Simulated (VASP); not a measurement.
**Ca3ZrN3: band structure with PBE**

Crystal: Ca3ZrN3.

```xyz
7
Lattice="4.8002 0.0000 0.0000 0.0000 4.8002 0.0000 0.0000 0.0000 4.8002" Properties=species:S:1:pos:R:3 pbc="T T T"
Ca    0.0000    2.4001    2.4001
Ca    2.4001    0.0000    2.4001
Ca    2.4001    2.4001    0.0000
Zr    0.0000    0.0000    0.0000
N     2.4001    0.0000    0.0000
N     0.0000    2.4001    0.0000
N     0.0000    0.0000    2.4001
```

The cell was built by a generator and needn't be a form met in nature.

```yaml
Program: VASP 6.6.1
Task: band structure
Functional: PBE
Potentials_or_basis: VASP PAW PBE potentials, release 64 (Ca_sv, Zr_sv, N)
Cutoff: 520 eV
k_mesh: 6 × 6 × 6
Occupations: gaussian, width 0.1 eV
Spin: no spin polarisation
Further_INCAR_settings: ALGO = Fast; EDIFF = 1e-06
```

```
Pressure                : 0.0 GPa
Band gap along the path : none (metal or under the smearing width)
```

Levels at the corners of the path, in eV from the Fermi level:
| point | band 26 | band 27 | band 28 | band 29 | band 30 | band 31 |
| --- | --- | --- | --- | --- | --- | --- |
| Γ | -0.83 | -0.63 | -0.63 | -0.63 | -0.02 | -0.02 |
| X | -1.96 | -0.89 | -0.89 | -0.27 | 0.41 | 2.35 |
| X | -1.96 | -0.89 | -0.89 | -0.27 | 0.41 | 2.35 |
| M | -2.11 | -2.05 | -1.82 | 0.54 | 2.18 | 2.80 |
| M | -2.11 | -2.05 | -1.82 | 0.54 | 2.18 | 2.80 |
| Γ | -0.83 | -0.63 | -0.63 | -0.63 | -0.02 | -0.02 |
| Γ | -0.83 | -0.63 | -0.63 | -0.63 | -0.02 | -0.02 |
| R | -1.98 | -1.98 | -1.98 | 1.15 | 2.47 | 2.47 |
| R | -1.98 | -1.98 | -1.98 | 1.15 | 2.47 | 2.47 |
| X | -1.96 | -0.89 | -0.89 | -0.27 | 0.41 | 2.35 |
| M | -2.11 | -2.05 | -1.82 | 0.54 | 2.18 | 2.80 |
| R | -1.98 | -1.98 | -1.98 | 1.15 | 2.47 | 2.47 |

Run time: 4.5 min on 1 thread of AMD EPYC 7R13 Processor (Zen 3), with other jobs on the host, peak memory 0.25 GiB.
